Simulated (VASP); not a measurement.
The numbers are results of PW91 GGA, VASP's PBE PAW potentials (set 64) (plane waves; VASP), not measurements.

A VASP calculation is set up with these files.

POSCAR:
```
Zn
9.90
  0.1343434343  -0.2326896970   0.0000000000
  0.1343434343   0.2326896970   0.0000000000
  0.0000000000   0.0000000000   0.5000000000
Zn
2
Cartesian
  0.1343434343   0.0775633874   0.1250000000
  0.1343434343  -0.0775633874   0.3750000000
```

### KPOINTS
```
Automatic mesh
0
Gamma
14 14 7
0 0 0
```

INCAR:
```
! general
SYSTEM   =  Zn
PREC     =  Accurate
ENCUT    =  400   ! plane-wave cut-off (eV)
LREAL    =  .FALSE.
LASPH    =  .TRUE.

! electronic loop
EDIFF    =  1E-6
NELM     =  100   ! most electronic steps
ALGO     =  Normal   ! blocked Davidson
LMAXMIX  =  4   ! l cut-off of mixed one-centre charges

! smearing
ISMEAR   =  1   ! Methfessel-Paxton
SIGMA    =  0.1

! functional
GGA      =  91   ! PW91

! ions
ISIF     =  2   ! forces and stress, cell fixed

! output
LWAVE    =  .FALSE.
LCHARG   =  .FALSE.
```

POTCAR, in this order: Zn (PBE.64 set). Program: vasp_std.

### Question
What does the run give for the energy per atom (σ→0), band gap (on the k-mesh)?

### Answer

- energy per atom (σ→0) = -1.101 eV/atom
- band gap (on the k-mesh) = none (metal, semimetal or under 0.01 eV)

File OSZICAR:
```
...
DAV:   5    -0.242023187179E+01   -0.99172E-05   -0.99173E-05  3792   0.963E-02    0.400E+00
DAV:   6    -0.221768251187E+01    0.20255E+00   -0.99716E-01  3160   0.221E+01    0.297E+00
DAV:   7    -0.220795479836E+01    0.97277E-02   -0.30007E-02  3896   0.320E+00    0.154E+00
DAV:   8    -0.220317539712E+01    0.47794E-02   -0.17396E-03  4160   0.699E-01    0.462E-02
DAV:   9    -0.220318040002E+01   -0.50029E-05   -0.25984E-04  4304   0.238E-01    0.337E-02
DAV:  10    -0.220318424492E+01   -0.38449E-05   -0.23336E-05  3424   0.644E-02    0.275E-03
DAV:  11    -0.220318401724E+01    0.22768E-06   -0.12196E-07  2040   0.536E-03
   1 F= -.22031840E+01 E0= -.22029554E+01  d E =-.685882E-03
```

The compound is Zn in the hcp structure. The cell was not relaxed at this level. The run is one of a series of settings (GGA = 91 against the base run), some of them coarse on purpose.
